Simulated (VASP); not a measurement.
Calculation: PBEsol GGA, VASP's PBE PAW potentials (set 64) (plane waves; VASP 6.6.1).

The input files of a VASP run:

**POSCAR**
```
V
1
   -1.4758648788     1.4758648788     1.4758648788
    1.4758648788    -1.4758648788     1.4758648788
    1.4758648788     1.4758648788    -1.4758648788
V
1
Direct
  0.0000000000   0.0000000000   0.0000000000
```

### KPOINTS
```
Automatic mesh
0
Gamma
16 16 16
0 0 0
```

INCAR:
```
ALGO = Normal
EDIFF = 1E-7
ENCUT = 480
GGA = PS
ISIF = 2
ISMEAR = 1
LASPH = .True.
LCHARG = .False.
LMAXMIX = 4
LREAL = .False.
LWAVE = .False.
NELM = 100
PREC = Accurate
SIGMA = 0.1
SYSTEM = V
```

POTCAR, in this order: V_sv (PBE.64 set). Program: vasp_std.

The run wrote:

File OSZICAR:
```
       N       E                     dE             d eps       ncg     rms          rms(c)
DAV:   1     0.785757532876E+02    0.78576E+02   -0.70061E+03  2900   0.135E+03
DAV:   2    -0.980134526257E+01   -0.88377E+02   -0.86556E+02  2970   0.354E+02
DAV:   3    -0.111123303461E+02   -0.13110E+01   -0.12795E+01  3018   0.507E+01
DAV:   4    -0.111209275629E+02   -0.85972E-02   -0.85958E-02  2942   0.423E+00
DAV:   5    -0.111210160750E+02   -0.88512E-04   -0.88511E-04  3018   0.437E-01    0.206E+01
DAV:   6    -0.966309857503E+01    0.14579E+01   -0.56343E+00  2914   0.361E+01    0.225E+00
DAV:   7    -0.963958393004E+01    0.23515E-01   -0.27043E-02  2924   0.218E+00    0.108E+00
DAV:   8    -0.963016313183E+01    0.94208E-02   -0.74017E-03  2918   0.155E+00    0.115E-01
DAV:   9    -0.963018588169E+01   -0.22750E-04   -0.14757E-04  2922   0.198E-01    0.352E-02
DAV:  10    -0.963019251229E+01   -0.66306E-05   -0.10511E-05  2916   0.429E-02    0.173E-03
DAV:  11    -0.963019262220E+01   -0.10990E-06   -0.49562E-08  1582   0.392E-03    0.783E-04
DAV:  12    -0.963019262801E+01   -0.58117E-08   -0.66970E-09  1456   0.131E-03
   1 F= -.96301926E+01 E0= -.96299750E+01  d E =-.653008E-03
```

**OUTCAR**
```
------------------------ aborting loop because EDIFF is reached ----------------------------------------
  FORCE on cell =-STRESS in cart. coord.  units (eV):
  Direction    XX          YY          ZZ          XY          YZ          ZX
  --------------------------------------------------------------------------------------
  Total        0.0962204      0.0962204      0.0962204      0.0000000      0.0000000     -0.0000000
  in kB       11.9888607     11.9888607     11.9888607      0.0000000      0.0000000     -0.0000000
  external PRESSURE =      11.9888607 kB  Pullay stress =       0.0000000 kB
  volume of cell :       12.86
      direct lattice vectors                 reciprocal lattice vectors
    -1.475864879  1.475864879  1.475864879     0.000000000  0.338784402  0.338784402
     1.475864879 -1.475864879  1.475864879     0.338784402  0.000000000  0.338784402
     1.475864879  1.475864879 -1.475864879     0.338784402  0.338784402  0.000000000
 POSITION                                       TOTAL-FORCE (eV/Angst)
 -----------------------------------------------------------------------------------
      0.00000      0.00000      0.00000        -0.000000     -0.000000     -0.000000
 -----------------------------------------------------------------------------------
    total drift:                                0.000000      0.000000      0.000000
  FREE ENERGIE OF THE ION-ELECTRON SYSTEM (eV)
  ---------------------------------------------------
  free  energy   TOTEN  =        -9.6301926280 eV

  energy  without entropy=       -9.6295396197  energy(sigma->0) =       -9.62997496
```
(Selected blocks of OUTCAR.)

OUTCAR:
```
 val. band max:       10.1458570907   @ k =  -0.4375   0.4375   0.1875

 cond. band min:      10.1591227019   @ k =   0.1250   0.0625  -0.0000


 Fermi energy:        10.1502290929

 k-point     1 :       0.0000    0.0000    0.0000
  band No.  band energies     occupation
      1     -53.2707      2.00000
      2     -26.5908      2.00000
      3     -26.5908      2.00000
      4     -26.5908      2.00000
      5       3.4555      2.00000
      6      10.5717     -0.00000
      7      10.5717     -0.00000
      8      10.5717     -0.00000
      9      12.6973      0.00000
     10      12.6973      0.00000

 k-point     2 :       0.0625    0.0000    0.0000
  band No.  band energies     occupation
      1     -53.2617      2.00000
      2     -26.6330      2.00000
      3     -26.6035      2.00000
      4     -26.5912      2.00000
      5       3.6208      2.00000
      6      10.4992     -0.00001
      7      10.5562     -0.00000
      8      10.6922     -0.00000
      9      12.6129      0.00000
     10      12.7019      0.00000

 k-point     3 :       0.1250    0.0000    0.0000
  band No.  band energies     occupation
      1     -53.2358      2.00000
      2     -26.7519      2.00000
      3     -26.6395      2.00000
      4     -26.5921      2.00000
      5       4.0977      2.00000
      6      10.2978     -0.05746
      7      10.4812     -0.00003
      8      11.0442     -0.00000
      9      12.4336      0.00000
     10      12.7190      0.00000

 k-point     4 :       0.1875    0.0000    0.0000
  band No.  band energies     occupation
      1     -53.1969      2.00000
      2     -26.9272      2.00000
      3     -26.6930      2.00000
      4     -26.5935      2.00000
      5       4.8234      2.00000
      6      10.0097      2.06313
      7      10.3063     -0.04979
      8      11.5988     -0.00000
      9      12.3197      0.00000
     10      12.7563      0.00000

 k-point     5 :       0.2500    0.0000    0.0000
...
```

The compound is V in the bcc structure. It was relaxed first, which changed the volume by -8 %. The run is not spin-polarised, so no magnetic state was tried.
